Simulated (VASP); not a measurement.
Input for VASP

### INCAR
```
# general
SYSTEM =Li2Se
PREC   =Accurate
ENCUT  =620
LREAL  =.FALSE.
LASPH  =.TRUE.

# electronic loop
EDIFF  =1E-6
NELM   =100
ALGO   =Normal
LMAXMIX=4

# smearing
ISMEAR =0
SIGMA  =0.05

# functional
GGA    =PS

# ions
IBRION =2
NSW    =40
ISIF   =3
EDIFFG =-0.02
PSTRESS=300

# output
LWAVE  =.FALSE.
LCHARG =.FALSE.
```

File POSCAR:
```
Li2Se
1
   -0.0000000000     2.6073745184     2.6073745184
    2.6073745184     0.0000000000     2.6073745184
    2.6073745184     2.6073745184    -0.0000000000
Li Se
2 1
Direct
  0.2500000000   0.2500000000   0.2500000000
  0.7500000000   0.7500000000   0.7500000000
  0.0000000000   0.0000000000   0.0000000000
```

KPOINTS:
```
Automatic
0
Gamma
 7 7 7
```

POTCAR, in this order: Li_sv Se (PBE.64 set). Program: vasp_std.

Translate this PBEsol calculation to Quantum ESPRESSO's pw.x.

One equivalent input (not run):
```
&CONTROL
  calculation = 'vc-relax'
  pseudo_dir = './pseudo'
  outdir = './out'
  tprnfor = .true.
  tstress = .true.
  nstep = 40
  forc_conv_thr = 0.00078
/
&SYSTEM
  ibrav = 0
  nat = 3
  ntyp = 2
  ecutwfc = 86
  occupations = 'smearing'
  smearing = 'gaussian'
  degauss = 0.003675
  input_dft = 'pbesol'
/
&ELECTRONS
  conv_thr = 7.3e-08
  electron_maxstep = 100
/
&IONS
/
&CELL
  press = 300
/
ATOMIC_SPECIES
  Li 6.940 Li.upf
  Se 78.971 Se.upf
CELL_PARAMETERS angstrom
    -0.0000000    2.6073745    2.6073745
     2.6073745    0.0000000    2.6073745
     2.6073745    2.6073745   -0.0000000
ATOMIC_POSITIONS crystal
  Li   0.2500000  0.2500000  0.2500000
  Li   0.7500000  0.7500000  0.7500000
  Se   0.0000000  0.0000000  0.0000000
K_POINTS automatic
  7 7 7 0 0 0
```
The two are equivalent in intent, not identical: the potentials are each code's own (VASP's PAW set, PseudoDojo norm-conserving files in pw.x), so ENCUT and ecutwfc are chosen apart and not converted; conv_thr bounds pw.x's estimated SCF error, while EDIFF bounds the energy change between steps; forc_conv_thr acts on force components and is met together with etot_conv_thr.

The compound is Li2Se in the antifluorite structure. It was relaxed first under an external pressure of 30 GPa.
